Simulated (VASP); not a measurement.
# ZnIr2O4 (Fd-3m) in VASP: settings compared, part 2 of 2

VASP 6.6.1. Earlier steps stand in the parts before.

**4. Relaxation of cell and atoms, PBE+D3(BJ)**

INCAR reads:

```
  PREC = Accurate
  ENCUT = 600
  EDIFF = 1E-6
  ISMEAR = 0
  SIGMA = 0.03
  LREAL = F
  LASPH = T
  NELM = 80
  ALGO = Normal
  ISIF = 3
  LWAVE = F
  LCHARG = F
  GGA = PE
  IVDW = 12
  IBRION = 2
  NSW = 90
  EDIFFG = -0.01
  KPAR = 4
```

KPOINTS reads:

```
Automatic mesh
0
Gamma
  6 6 6
```

POSCAR reads:

```
ZnIr2O4
1.0
    0.0000000000      4.3746840000      4.3746840000
    4.3746840000      0.0000000000      4.3746840000
    4.3746840000      4.3746840000      0.0000000000
Zn Ir O
2 4 8
Direct
    0.7500000000      0.7500000000      0.7500000000
    0.5000000000      0.5000000000      0.5000000000
    0.1250000000      0.1250000000      0.6250000000
    0.1250000000      0.6250000000      0.1250000000
    0.6250000000      0.1250000000      0.1250000000
    0.1250000000      0.1250000000      0.1250000000
    0.3635620000      0.3635620000      0.9093140000
    0.3635620000      0.9093140000      0.3635620000
    0.9093140000      0.3635620000      0.3635620000
    0.3635620000      0.3635620000      0.3635620000
    0.8864380000      0.8864380000      0.3406860000
    0.8864380000      0.3406860000      0.8864380000
    0.3406860000      0.8864380000      0.8864380000
    0.8864380000      0.8864380000      0.8864380000
```

Potentials or basis: VASP PAW PBE potentials, release 64 (Zn, Ir, O).

Command:

```console
$ cat potpaw_PBE.64/Zn/POTCAR potpaw_PBE.64/Ir/POTCAR potpaw_PBE.64/O/POTCAR > POTCAR
$ mpirun -np 4 vasp_std > vasp.out
```

OUTCAR:

```text
PREC = Accurate
   ENCUT = 600
   EDIFF = 1E-6
   ISMEAR = 0
   LREAL = F
   LASPH = T
   NELM = 80
   ISIF = 3
   GGA = PE
   IVDW = 12
   IBRION = 2
   NSW = 90
   EDIFFG = -0.01
 IVDW          = 12

 ion  position               nearest neighbor table
   1  0.750  0.750  0.750-  14 2.07  12 2.07  13 2.07  11 2.07
   2  0.500  0.500  0.500-  10 2.07   8 2.07   9 2.07   7 2.07
   3  0.125  0.125  0.625-   8 2.09   9 2.09  12 2.09  13 2.09  10 2.09  14 2.09   6 3.09   4 3.09
                             5 3.09   6 3.09   4 3.09   5 3.09
   4  0.125  0.625  0.125-   7 2.09   9 2.09  11 2.09  13 2.09  10 2.09  14 2.09   6 3.09   3 3.09
                             3 3.09   5 3.09   6 3.09   5 3.09
   5  0.625  0.125  0.125-   7 2.09   8 2.09  11 2.09  12 2.09  10 2.09  14 2.09   6 3.09   3 3.09
                             4 3.09   3 3.09   4 3.09   6 3.09
   6  0.125  0.125  0.125-   7 2.09   8 2.09   9 2.09  11 2.09  12 2.09  13 2.09   3 3.09   4 3.09
                             5 3.09   3 3.09   4 3.09   5 3.09
   7  0.364  0.364  0.909-   2 2.07   4 2.09   5 2.09   6 2.09
   8  0.364  0.909  0.364-   2 2.07   3 2.09   5 2.09   6 2.09
   9  0.909  0.364  0.364-   2 2.07   3 2.09   4 2.09   6 2.09
  10  0.364  0.364  0.364-   2 2.07   3 2.09   4 2.09   5 2.09
  11  0.886  0.886  0.341-   1 2.07   4 2.09   5 2.09   6 2.09
  12  0.886  0.341  0.886-   1 2.07   3 2.09   5 2.09   6 2.09
  13  0.341  0.886  0.886-   1 2.07   3 2.09   4 2.09   6 2.09
  14  0.886  0.886  0.886-   1 2.07   3 2.09   4 2.09   5 2.09

  LATTYP: Found a face centered cubic cell.
 ALAT       =     8.7493680000

  Lattice vectors:

 A1 = (   0.0000000000,   4.3746840000,   4.3746840000)
 A2 = (   4.3746840000,   0.0000000000,   4.3746840000)
[... 177 lines left out ...]
 non-spin polarized calculation
 Gauss-broadening in eV      SIGMA  =   0.03
  energy-cutoff  :      600.00
  volume of cell :      167.44
 maximum number of plane-waves:      5606
 NGX is ok and might be reduce to    50
   NGX = 25   NGY = 25   NGZ = 25

--------------------------------------- Ionic step        1  -------------------------------------------

 number of electron     107.9999963 magnetization

 Free energy of the ion-electron system (eV)
  ---------------------------------------------------
  ext. energy  EPLUGINS =         0.00000000
  ---------------------------------------------------
  free energy    TOTEN  =       -86.38814862 eV

  energy without entropy =      -86.38814862  energy(sigma->0) =      -86.38814862

------------------------ aborting loop because EDIFF is reached ----------------------------------------

 Edisp (eV)   -3.51834

 E8    (eV) :    -1.3892
[... 303 lines left out ...]
--------------------------------------- Ionic step        7  -------------------------------------------

 number of electron     107.9999983 magnetization

 Free energy of the ion-electron system (eV)
  ---------------------------------------------------
  ext. energy  EPLUGINS =         0.00000000
  ---------------------------------------------------
  free energy    TOTEN  =       -86.35004539 eV

  energy without entropy =      -86.35004539  energy(sigma->0) =      -86.35004539

 E-fermi :   5.4336     XC(G=0): -11.5873

 val. band max:        5.3042691670   @ k =   0.5000   0.5000   0.0000
 cond. band min:       5.8805867573   @ k =   0.0000   0.0000   0.0000
 fundamental gap:      0.5763175902
 Fermi energy:         5.4335671190

 k-point     1 :       0.0000    0.0000    0.0000
  band No.  band energies     occupation
      1     -15.4150      2.00000
      2     -14.4602      2.00000
      3     -14.4602      2.00000
      4     -14.4602      2.00000
      5     -14.1232      2.00000
      6     -13.9627      2.00000
[... 1106 lines left out ...]
  FREE ENERGIE OF THE ION-ELECTRON SYSTEM (eV)
  ---------------------------------------------------
  free  energy   TOTEN  =       -89.9506866239 eV

  energy  without entropy=      -89.9506866239  energy(sigma->0) =      -89.95068662

 reached required accuracy - stopping structural energy minimisation
```

It took 7.7 min on 4 MPI ranks of Intel Xeon Platinum 8259CL at 2.50GHz (Skylake/Cascade Lake), shared host; peak memory 0.51 GiB.

Results:

```yaml
Free_energy: -89.9507 eV
Relaxed_volume: 11.69 Å³/atom
Relaxed_cell: a = 6.141 Å, b = 6.141 Å, c = 6.141 Å, α = 60.00°, β = 60.00°, γ = 60.00°
Space_group_after_relaxing_to_0.05_Å: Fd-3m (No. 227)
Energy_gained_by_relaxing: 3.2 meV/atom
Ionic_steps: 7
Pressure_after_relaxing: 0.1 GPa
Largest_force_after_relaxing: 0.006 eV/Å
Band_gap_on_the_k_mesh: 0.58 eV, indirect (least direct gap 0.65 eV)
Dispersion_energy_per_atom: -0.257 eV
```

Forces in eV/Å, atoms in the order of the input:
```
Zn   0.000  0.000  0.000
Zn   0.000  0.000  0.000
Ir   0.000  0.000  0.000
Ir   0.000  0.000  0.000
Ir   0.000  0.000  0.000
Ir   0.000  0.000  0.000
O   -0.004 -0.004  0.004
O   -0.004  0.004 -0.004
O    0.004 -0.004 -0.004
O    0.004  0.004  0.004
O    0.004  0.004 -0.004
O    0.004 -0.004  0.004
O   -0.004  0.004  0.004
O   -0.004 -0.004 -0.004
```

Step by step:
```tsv
step	energy change (eV)	largest force (eV/Å)	pressure (GPa)	volume (Å³)
1	0.0000	0.0376	-3.88	167.44
2	0.0321	0.4327	5.62	160.52
3	-0.0374	0.1535	-0.09	164.46
4	-0.0374	0.1569	0.01	164.41
5	-0.0431	0.0637	0.07	163.98
6	-0.0442	0.0118	0.10	163.75
7	-0.0442	0.0065	0.10	163.72
```

Final structure:
```
Zn Ir O
1.0
     0.00000    4.34205    4.34205
     4.34205    0.00000    4.34205
     4.34205    4.34205    0.00000
Zn Ir O
2 4 8
Direct
  0.75000 0.75000 0.75000
  0.50000 0.50000 0.50000
  0.12500 0.12500 0.62500
  0.12500 0.62500 0.12500
  0.62500 0.12500 0.12500
  0.12500 0.12500 0.12500
  0.36422 0.36422 0.90734
  0.36422 0.90734 0.36422
  0.90734 0.36422 0.36422
  0.36422 0.36422 0.36422
  0.88578 0.88578 0.34266
  0.88578 0.34266 0.88578
  0.34266 0.88578 0.88578
  0.88578 0.88578 0.88578
```

Levels at points of the mesh, in eV from the valence-band top:
```csv
k point,band 51,band 52,band 53,band 54,band 55,band 56,band 57,band 58
"(0.00, 0.00, 0.00)",-0.14,-0.07,-0.07,-0.07,0.58,2.65,2.65,2.65
"(0.50, 0.00, 0.00)",-0.41,-0.14,-0.10,-0.10,2.00,2.40,2.40,2.44
"(0.50, 0.50, 0.00)",-0.14,-0.14,0.00,0.00,0.84,0.84,2.04,2.04
```

Caveat: spin-orbit coupling is left out, which moves the levels of the heavy elements. A k mesh can miss the band edges.
